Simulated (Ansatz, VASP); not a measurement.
# ZrC in two plane-wave programs, part 2 of 2

One calculation is typed for both programs; each brings its own data sets. How far apart do they land? The cell is taken from a series of runs on this material, whose earlier steps may have relaxed, scaled, displaced or heated it; both programs get it as it stands.

VASP 6.6.1 and Ansatz 0.2.0.

So far: Starting point; VASP: elastic constants, BLYP.

## (3) Ansatz: elastic constants, BLYP

Level of this step: Ansatz beside VASP: Kohn-Sham DFT, plane waves, BLYP (Ansatz).

Ansatz runs on its default PAW (the set named soft_2) files.

The same cell, functional (in two slightly different forms), mesh and smearing now go to Ansatz, which takes its cutoff from its data sets.

Contents of input.yaml:

```yaml
crystal:
  lattice:
    - [0.0, 2.3803912115, 2.3803912115]
    - [2.3803912115, 0.0, 2.3803912115]
    - [2.3803912115, 2.3803912115, 0.0]
  atoms:
    - { symbol: Zr, position: [0.5, 0.5, 0.5] }
    - { symbol: C, position: [0.0, 0.0, 0.0] }
kpoints:
  mp_grid: { grid: [22, 22, 22] }
hamiltonian:
  xc: blyp
scf:
  occupations: { method: methfessel_paxton, width: 0.25 }
output:
  forces: true
  stress: true
  eigenvalues: true
elastic:
  mode: relaxed_ion
  stencil: two_point
  amplitude: 0.01
```

The run is started by

```bash
ansatz run input.yaml --threads 4 --pin off --max-ram 16384MiB --backend cpu --events-out ev --progress --plain --runs-dir out
```

Numbers of over 12 decimals in the logs are rounded to 6 here.

What it wrote:

```text
Engine: ansatz 0.2.0, aarch64-unknown-linux-gnu
Pseudopotentials: kind: paw
Pseudopotential: Zr, paw, valence charge 12, recommended cutoff 420 eV (normal), Zr.paw.azcp
Pseudopotential: C, paw, valence charge 4, recommended cutoff 420 eV (normal), C.paw.azcp
Functional definition: BLYP
  parameter beta = 0.0042
  parameter a = 0.04918
  parameter b = 0.132
  parameter c = 0.2533
  parameter d = 0.349
  exchange = b88_x(beta = beta)
  correlation = lyp_c(a = a, b = b, c = c, d = d)
Crystal: 2 atoms, lattice volume = 26.976 Å³
Basis set: ecut = 420 eV, 531 PW (Γ), exchange–correlation on 48×48×48 points (8 copies of the dense FFT grid, shifted against one another)
Bands: 12, of which v1, the nominal top of the filled ones, is band 8 counted from 1 (7 counted from 0)
Symmetry: 48 space group operations
Space group: Fm-3m (ITA 225), of the structure as read, at distance tolerance 3.0e-5 Å
k-points: 328 of 10648
Non-local potential: Zr, projectors of the file, l = 0: 3, l = 1: 2, l = 2: 2, l = 3: 2
Non-local potential: C, projectors of the file, l = 0: 2, l = 1: 2, l = 2: 1
PAW form: soft (Blöchl's): semilocal exchange-correlation on the pseudo side does not see the compensation charge
PAW frozen core: Zr, regenerated for the run's functional, and the local potential with it (the file was generated under x = pbe(κ = 0.804, μ = 0.219515), c = pbe(β = 0.066725))
PAW frozen core: C, regenerated for the run's functional, and the local potential with it (the file was generated under x = pbe(κ = 0.804, μ = 0.219515), c = pbe(β = 0.066725))
PAW one-centre angular grid: Zr, 590 points (default); XC on 64 Gauss nodes
PAW one-centre angular grid: C, 110 points (default); XC on 64 Gauss nodes
Initial density: superposition of atomic densities (neutral atoms: chi_scale 0, normalization atom), corrected by the library's trained network
Initial wavefunctions: pseudopotential atomic-orbital guess
Functional: x = b88, c = lyp
SCF iter   1: F=—  HF=-4450.051061 eV  |F-HF|=—  |Δ(HF+E_count)|=         —  Δρ=2.43e-2  dr2=2.02e-1  ethr=1.77e-3  ⟨swp⟩=5.0  Hψ=20090  notcnv=0
preconditioner: auto → none  [metal: Δε(μ)=0.006 eV  Ē_g=17.868 eV  σ=0.250 eV  W_gap=0.02  n_scr=8 (ndim 8)  ℏωp=26.8 eV  f_vac=0.000  D(μ)=0.25/eV (n_scr^D=0)  sad-step TF]
SCF iter   2: F=—  HF=-4450.021220 eV  |F-HF|=—  |Δ(HF+E_count)|=   2.98e-2  S|Δr|=    0.00e0  Δρ=1.43e-2  dr2=7.50e-2  ethr=1.26e-3  ⟨swp⟩=1.0  Hψ=6560  notcnv=0
SCF iter   3: F=—  HF=-4450.004822 eV  |F-HF|=—  |Δ(HF+E_count)|=   1.64e-2  S|Δr|=    0.00e0  Δρ=7.68e-4  dr2=1.28e-4  ethr=4.69e-4  ⟨swp⟩=2.0  Hψ=5022  notcnv=0
SCF iter   4: F=—  HF=-4450.004839 eV  |F-HF|=—  |Δ(HF+E_count)|=   1.68e-5  S|Δr|=    0.00e0  Δρ=1.30e-4  dr2=3.63e-6  ethr=7.99e-7  ⟨swp⟩=2.0  Hψ=5040  notcnv=0
SCF iter   5: F=—  HF=-4450.004847 eV  |F-HF|=—  |Δ(HF+E_count)|=   7.95e-6  S|Δr|=    0.00e0  Δρ=2.09e-5  dr2=5.45e-8  ethr=2.27e-8  ⟨swp⟩=2.7  Hψ=6491  notcnv=0
SCF iter   6: F=—  HF=-4450.004847 eV  |F-HF|=—  |Δ(HF+E_count)|=   7.28e-8  S|Δr|=    0.00e0  Δρ=2.04e-6  dr2=6.07e-10  ethr=3.41e-10  ⟨swp⟩=2.4  Hψ=6193  notcnv=0
SCF iter   7: F=—  HF=-4450.004847 eV  |F-HF|=—  |Δ(HF+E_count)|=  8.19e-10  S|Δr|=    0.00e0  Δρ=1.87e-7  dr2=6.89e-12  ethr=3.80e-12  ⟨swp⟩=2.0  Hψ=6461  notcnv=0
SCF iter   8: F=-4450.004847 eV  HF=-4450.004847 eV  |F-HF|=1.82e-12  |Δ(HF+E_count)|=  1.09e-11  S|Δr|=    0.00e0  Δρ=1.72e-8  dr2=9.15e-14  ethr=1.00e-12  ⟨swp⟩=3.2  Hψ=15784  notcnv=0
SCF 1 converged in 8 iterations: F = -4450.004847 eV  dr2 = 9.15e-14
  greatest PAW one-centre occupation: 0.996 electrons in one spin orbital (limit 2), on the Zr atom at site 0 (counted from 0), in its partial waves of l = 0
Crystal: 2 atoms, lattice volume = 26.706 Å³
Symmetry: 16 space group operations
k-points: 834 of 10648
Initial density: handed on by an earlier stage of this run
Initial wavefunctions: those handed on with the density
iter 1 solved again at ethr=1.12e-5 eV; its pass at ethr=3.10e-3 eV (dr2=1.79e-3 eV) is discarded
SCF iter   1: F=—  HF=-4450.001753 eV  |F-HF|=—  |Δ(HF+E_count)|=         —  Δρ=2.44e-3  dr2=1.82e-3  ethr=1.12e-5  ⟨swp⟩=1.1  Hψ=70465  notcnv=0
preconditioner: auto → none  [metal: Δε(μ)=0.012 eV  Ē_g=17.866 eV  σ=0.250 eV  W_gap=0.04  n_scr=8 (ndim 8)  ℏωp=26.9 eV  f_vac=0.000  D(μ)=0.28/eV (n_scr^D=0)]
[...]
SCF 2 converged in 8 iterations: F = -4450.001248 eV  dr2 = 2.63e-15
Crystal: 2 atoms, lattice volume = 27.246 Å³
Basis set: ecut = 420 eV, 533 PW (Γ), exchange–correlation on 48×48×48 points (8 copies of the dense FFT grid, shifted against one another)
[...]
preconditioner: auto → none  [metal: Δε(μ)=0.014 eV  Ē_g=8.179 eV  σ=0.250 eV  W_gap=0.05  n_scr=8 (ndim 8)  ℏωp=20.1 eV  f_vac=0.000  D(μ)=0.28/eV (n_scr^D=0)]
[...]
SCF 3 converged in 6 iterations: F = -4450.001520 eV  dr2 = 6.07e-15
Crystal: 2 atoms, lattice volume = 26.975 Å³
Symmetry: 8 space group operations
k-points: 1530 of 10648
[...]
preconditioner: auto → none  [metal: Δε(μ)=0.010 eV  Ē_g=8.245 eV  σ=0.250 eV  W_gap=0.03  n_scr=8 (ndim 8)  ℏωp=20.2 eV  f_vac=0.000  D(μ)=0.28/eV (n_scr^D=0)]
[...]
SCF iter   5: F=—  HF=-4450.003582 eV  |F-HF|=—  |Δ(HF+E_count)|=  4.98e-10  S|Δr|=    0.00e0  Δρ=3.50e-7  dr2=1.36e-11  ethr=1.57e-12  ⟨swp⟩=2.0  Hψ=30090  notcnv=0
SCF iter   6: F=—  HF=-4450.003582 eV  |F-HF|=—  |Δ(HF+E_count)|=  3.73e-11  S|Δr|=    0.00e0  Δρ=5.37e-8  dr2=3.75e-13  ethr=8.51e-14 (applied; sched 1.00e-12)  ⟨swp⟩=2.0  Hψ=29392  notcnv=0
SCF iter   7: F=-4450.003582 eV  HF=-4450.003582 eV  |F-HF|=9.09e-13  |Δ(HF+E_count)|=  1.82e-12  S|Δr|=    0.00e0  Δρ=6.21e-9  dr2=3.35e-15  ethr=1.00e-12  ⟨swp⟩=4.3  Hψ=61175  notcnv=0
SCF 4 converged in 7 iterations: F = -4450.003582 eV  dr2 = 3.35e-15
iter 1 solved again at ethr=3.31e-9 eV; its pass at ethr=3.10e-3 eV (dr2=5.29e-7 eV) is discarded
SCF iter   1: F=—  HF=-4450.003577 eV  |F-HF|=—  |Δ(HF+E_count)|=         —  Δρ=3.64e-5  dr2=4.64e-7  ethr=3.31e-9  ⟨swp⟩=2.1  Hψ=126537  notcnv=0
preconditioner: auto → none  [metal: Δε(μ)=0.008 eV  Ē_g=8.245 eV  σ=0.250 eV  W_gap=0.03  n_scr=8 (ndim 8)  ℏωp=20.2 eV  f_vac=0.000  D(μ)=0.28/eV (n_scr^D=0)]
SCF iter   2: F=—  HF=-4450.003582 eV  |F-HF|=—  |Δ(HF+E_count)|=   4.38e-6  S|Δr|=    0.00e0  Δρ=1.33e-5  dr2=4.76e-8  ethr=2.90e-9  ⟨swp⟩=2.0  Hψ=20926  notcnv=0
SCF iter   3: F=—  HF=-4450.003582 eV  |F-HF|=—  |Δ(HF+E_count)|=   1.88e-8  S|Δr|=    0.00e0  Δρ=3.02e-6  dr2=2.01e-9  ethr=2.98e-10  ⟨swp⟩=2.0  Hψ=20851  notcnv=0
SCF iter   4: F=—  HF=-4450.003582 eV  |F-HF|=—  |Δ(HF+E_count)|=   1.21e-9  S|Δr|=    0.00e0  Δρ=3.31e-7  dr2=2.09e-11  ethr=1.25e-11  ⟨swp⟩=2.1  Hψ=24556  notcnv=0
SCF iter   5: F=—  HF=-4450.003582 eV  |F-HF|=—  |Δ(HF+E_count)|=  1.36e-11  S|Δr|=    0.00e0  Δρ=7.61e-8  dr2=1.26e-12  ethr=1.31e-13 (applied; sched 1.00e-12)  ⟨swp⟩=2.2  Hψ=30172  notcnv=0
SCF iter   6: F=-4450.003582 eV  HF=-4450.003582 eV  |F-HF|=1.82e-12  |Δ(HF+E_count)|=  1.82e-12  S|Δr|=    0.00e0  Δρ=1.00e-8  dr2=2.68e-14  ethr=1.00e-12  ⟨swp⟩=4.3  Hψ=61946  notcnv=0
SCF 5 converged in 6 iterations: F = -4450.003582 eV  dr2 = 2.68e-14
SCF converged after 8 iterations
Stability not checked: this state was not tested for a lower state beside it, because cold or Methfessel-Paxton smearing, or corrected tetrahedra, fill the levels in a way that the test cannot read (fill_not_monotonic; see scf.lower_state_search)
Free energy (F): -4450.004847 eV
Harris-Foulkes:  -4450.004847 eV  (|F-HF|=1.82e-12)
Internal energy: -4450.005474 eV  (E = F + TS)
E sigma→0 (E₀):  -4450.005004 eV
Entropy (-TS):   0.000626 eV (0.313 meV/atom)
Fermi energy:    14.733643 eV
--- Per-component energies (eV) ---
  E_band       = -52.691965
  E_kinetic    = 422.252096
  E_local      = -619.177251  (includes V_loc(G=0)·N_el)
  E_nonlocal   = 105.557917
  E_hartree    = 185.817744
  E_xc         = -207.420541
  E_vxc        = -247.235190  (∫ρ·V_xc dr)
  E_paw        = -3069.503721  (= ΣΔE_a)
  E_vpaw       = -85.725057  (= ΣTr[D̂ρ^β])
  E_aug_tail   = 0.000034  (compensation charges beyond the density's cutoff)
  E_ewald      = -1267.614305
  E_core_change = 0.082552  (= ΣΔE_core)
  E_smearing   = 0.000626  (= −TS)
  E_closure    = -0.000000  (closes the sum)
  Σ components = -4450.004847   (vs F -4450.004847, Δ=0.00e0)
--- Forces (eV/Å), atoms counted from 1 ---
  atom   1  Zr     0.00000000     0.00000000    -0.00000000
  atom   2  C     -0.00000000    -0.00000000    -0.00000000
  max |Σ_I F_I| component: 3.47e-29 eV/Å
--- Stress (GPa, compression-positive) ---
        0.001110       0.000000      -0.000000
       -0.000000       0.001110      -0.000000
       -0.000000       0.000000       0.001110
  P = ⅓ Tr σ = 0.0011 GPa (0.011 kbar)
--- Band table (eV; the first three rows and the last of 328) ---
  k-point 0: bands = [... 4 lower, 3.6357, 15.6049, 15.6049, 15.6049, 15.7983, 15.7983, 15.7983, 17.3744]
  k-point 1: bands = [... 4 lower, 3.6791, 15.1423, 15.2801, 15.2801, 15.9336, 15.9336, 16.1585, 17.6547]
  k-point 2: bands = [... 4 lower, 3.8074, 14.5159, 14.7541, 14.7541, 16.1015, 16.1015, 16.5030, 18.2834]
  k-point 327: bands = [... 4 lower, 5.3563, 12.2231, 12.5031, 12.5143, 17.4948, 18.2152, 19.9656, 21.1355]
--- Elastic constants: 2 strain directions × 2 members + reference (group order 48) ---
  dense FFT box of the reference and of every strained cell: 24×24×24
  strains applied: 11, 23; error gains: componentwise 1.00 (the most a stress slope's error grows in a printed constant), spectral 1.73 (1 for all six strains in a standard setting)
  C = ∂σ_k/∂η_j (tension-positive GPa; Voigt order 11 22 33 23 13 12):
       412.047    104.224    104.224     -0.000     -0.000      0.000
       104.224    412.047    104.224      0.000     -0.000     -0.000
       104.224    104.224    412.047     -0.000      0.000      0.000
         0.000     -0.000     -0.000    150.683      0.000     -0.000
         0.000     -0.000      0.000     -0.000    150.683      0.000
         0.000     -0.000     -0.000     -0.000     -0.000    150.683
  reference stress σ⁰ (GPa):     -0.001     -0.001     -0.001      0.000      0.000      0.000
  C* (energy form; C + prestress term) asymmetry max|C*_kj − C*_jk| = 7.105e-14 GPa — a small one proves nothing (zero by symmetry where the batch's group is 432, −43m or m−3m); a large one is finite-difference/SCF noise where every solve meets its electron count
  moduli (Voigt/Reuss/Hill, GPa): K = 206.83/206.83/206.83   G = 151.97/151.96/151.97   E = 366.21   ν = 0.205
  mechanically stable: yes (min eigenvalue of sym C = 150.68 GPa)
  strain η (Voigt 11):  stress-route row diagonal C_11 = 412.05 GPa, energy-path curvature d²(F+E_count+ΔE)/dδ²/Ω₀ = 411.77 GPa
         δ    σ_11 (GPa)             F (eV)   n_scf  n_hpsi   n_pw
    -1.000e-2      -4.3542       -4450.0012481       8  203522    534   relax 0 steps, max|allowed force component| 9.86e-32 eV/Å
     1.000e-2       3.8868       -4450.0015196       6  167899    548   relax 0 steps, max|allowed force component| 2.12e-30 eV/Å
  strain η (Voigt 23):  stress-route row diagonal C_44 = 150.68 GPa, energy-path curvature d²(F+E_count+ΔE)/dδ²/Ω₀ = 150.69 GPa
         δ    σ_23 (GPa)             F (eV)   n_scf  n_hpsi   n_pw
    -1.000e-2      -1.5068       -4450.0035817       7  348216    544   relax 0 steps, max|allowed force component| 4.58e-29 eV/Å
     1.000e-2       1.5068       -4450.0035817       6  306376    544   relax 0 steps, max|allowed force component| 1.50e-29 eV/Å
```

## (4) Side by side

Known differences besides the potentials themselves: the cutoff is 420 eV in Ansatz and 600 eV in VASP; Ansatz makes its cores anew for this functional, VASP keeps those of its PBE data sets; VASP's log shows a relativistic correction to its local exchange, Ansatz's none; VASP takes each elastic constant from one size of strain, Ansatz from those that its log lists. Total energies have different zeros and are not compared.

Compared:

| quantity | Ansatz | VASP | difference |
| --- | --- | --- | --- |
| C11 (GPa) | 412.0 | 415.1 | -0.74 % |
| C22 (GPa) | 412.0 | 415.1 | -0.74 % |
| C33 (GPa) | 412.0 | 415.1 | -0.74 % |
| C12 (GPa) | 104.2 | 103.8 | +0.41 % |
| C13 (GPa) | 104.2 | 103.8 | +0.41 % |
| C23 (GPa) | 104.2 | 103.8 | +0.41 % |
| C44 (GPa) | 150.7 | 150.2 | +0.33 % |
| C55 (GPa) | 150.7 | 150.2 | +0.33 % |
| C66 (GPa) | 150.7 | 150.2 | +0.33 % |

## (5) Summary of results

```json
{
  "difference in C11 (elastic constants, BLYP)": "-0.74 %"
}
```

The difference in C11 is -0.74 % (elastic constants, BLYP), within the 5 % picked in this series as the mark of a large difference. Such differences can come from data sets, numerical settings and the points named under the comparisons, not from the functional's error against experiment.

[Lines on the potential files, build, host, timing and source positions are cut from VASP's logs without a mark.]

[Logs are printed without paths, hosts, clocks, repeated set-up lines and the standing remarks that a program may print on its own settings, such as how far it seeks lower states.]

[Hosts, paths, dates, database ids (printed as entryN), source tags and the programs' standing remarks are cut or masked in the printed files.]
